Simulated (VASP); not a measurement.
## Au3Si: energy against volume and a worked fit

```
Au Si
1.0
     0.00000    3.28573    3.28573
     3.28573    0.00000    3.28573
     3.28573    3.28573    0.00000
Au Si
3 1
Direct
  0.50000 0.50000 0.50000
  0.75000 0.75000 0.75000
  0.25000 0.25000 0.25000
  0.00000 0.00000 0.00000
```

The cell comes from a database or a generator and needn't be the stable form of this composition.

The cell was scaled at fixed shape and fractions and run with VASP, PBE PAW files Au, Si, 520 eV; PBE, k mesh 7 × 7 × 7 on the cell of 4 atoms, fermi-dirac occupations of 0.05 eV, no spin polarisation, no spin-orbit coupling. Energies are those that the program minimises, any entropy of the smearing included. For a metal such a mesh isn't converged to the digits shown.

```tsv
V (Å³/atom)	energy over the lowest row (meV/atom)
16.6723	19.21
17.0270	?
17.3817	0.15
17.7365	0.00
18.0912	5.11
18.4459	14.81
18.8007	28.48
```

Task: Fit the third-order Birch-Murnaghan form, give V0, B0 and B′, and predict the energy left open.

Result: With y = (V0/V)^(2/3), E = E0 + (9 V0 B0/16) [(y - 1)³ B′ + (y - 1)² (6 - 4y)]. Least squares through the rows shown give V0 = 17.5655 Å³/atom, E0 = -0.62 meV, B0 = 124.7 GPa (1 eV/Å³ = 160.218 GPa) and B′ = 5.61, with a largest miss of 0.01 meV. At V = 17.0270 the form with these constants gives 6.26 meV; the run gave 6.27 meV an atom.
